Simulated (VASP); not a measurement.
CsPbBr3 (cubic perovskite), at 1.04 of the tabulated volume:

```
CsPbBr3
1.0
    5.94725     0.00000     0.00000
    0.00000     5.94725     0.00000
    0.00000     0.00000     5.94725
Cs Pb Br
1 1 3
Cartesian
  0.00000   0.00000   0.00000
  2.97362   2.97362   2.97362
  2.97362   0.00000   2.97362
  0.00000   2.97362   2.97362
  2.97362   2.97362   0.00000
```

The highest filled band near R, direction [100], from PBE with spin-orbit coupling in VASP (PAW); its two spin partners are averaged. The gap over the points computed is 0.60 eV, and the next band on that side lies 1.40 eV away at the edge.

Run with 400 eV cut-off, 4×4×4 Γ-centred mesh, Gaussian smearing of 0.050 eV, potentials Cs_sv Pb_d Br.

| distance from the edge in k (1/Å) | distance in energy (meV) |
|---|---|
| 0.012 | 4.8 |
| 0.018 | 10.7 |
| 0.025 | 20.2 |
| 0.035 | 38.1 |
| 0.050 | 72.1 |
| 0.070 | 125.6 |

**Question.** Fit E(1 + αE) = ħ²k²/2m* (ħ²/2m0 = 3.810 eV Å²) and predict the row at 0.095 1/Å.

**Answer.** Least squares on the energies gives the hole mass m* = 0.111 m0 and α = 2.70 per eV, and so 201.0 meV. The run gave 196.7 meV, -4.3 meV from the fit.

Left out are points under 3 meV from the edge, since the levels carry 0.1 meV, and points farther than half the way to the next band.

The compound is CsPbBr3 in the cubic perovskite structure, the ideal cubic form; the compound distorts at low or room temperature. The cell was not relaxed at this level.
